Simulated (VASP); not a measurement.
Al4B3P:

```
Al B P
1.0
     2.88856   -3.61094    0.00000
     2.88856    3.61094    0.00000
     0.00000    0.00000    4.97387
Al B P
4 3 1
Direct
  0.00000 0.50000 0.72457
  0.50000 0.00000 0.27543
  0.00000 0.50000 0.27543
  0.50000 0.00000 0.72457
  0.15272 0.15272 0.00000
  0.84728 0.84728 0.00000
  0.50000 0.50000 0.50000
  0.50000 0.50000 0.00000
```

The cell was built by a generator and needn't be a form met in nature.

```yaml
Program: VASP 6.6.1
Task: relaxation of cell and atoms
Functional: PBE
Potentials_or_basis: VASP PAW PBE potentials, release 64 (Al, B, P)
Cutoff: 520 eV
k_mesh: 3 × 3 × 3
Occupations: gaussian, width 0.15 eV
Spin: no spin polarisation
```

At the start: pressure 4.6 GPa; volume 12.97 Å³/atom.

**Question.** How do energy, volume and symmetry change on relaxing?

**Answer.** Over 8 steps the energy falls by 185.9 meV/atom and the volume is 13.47 Å³/atom (+3.8 %); space group Cmmm (No. 65, to 0.05 Å).

Step by step:
```csv
step,energy change (eV),largest force (eV/Å),pressure (GPa),volume (Å³)
1,0.0000,3.0444,4.55,103.76
2,-0.9371,1.2142,-0.76,109.05
3,-1.0296,0.8447,-0.63,107.62
4,-1.3304,0.2985,-0.32,107.35
5,-1.4164,1.5516,0.99,106.92
6,-1.4337,0.3493,0.38,107.77
7,-1.4676,0.6566,0.53,107.34
8,-1.4872,0.0569,-0.14,107.74
```

Final structure:
```cif
data_structure
_symmetry_space_group_name_H-M 'P 1'
_symmetry_Int_Tables_number 1
_cell_length_a 4.5558
_cell_length_b 4.5558
_cell_length_c 5.1977
_cell_angle_alpha 90.000
_cell_angle_beta 90.000
_cell_angle_gamma 92.921
_cell_volume 107.74
loop_
_atom_site_label
_atom_site_type_symbol
_atom_site_fract_x
_atom_site_fract_y
_atom_site_fract_z
_atom_site_occupancy
Al1 Al 0.00000 0.50000 0.74436 1
Al2 Al 0.50000 0.00000 0.25564 1
Al3 Al 0.00000 0.50000 0.25564 1
Al4 Al 0.50000 0.00000 0.74436 1
B1 B 0.13347 0.13347 0.00000 1
B2 B 0.86653 0.86653 0.00000 1
B3 B 0.50000 0.50000 0.50000 1
P1 P 0.50000 0.50000 0.00000 1
```

Caveat: the k mesh is coarse (spacing up to 0.46 Å⁻¹), so the values aren't converged.
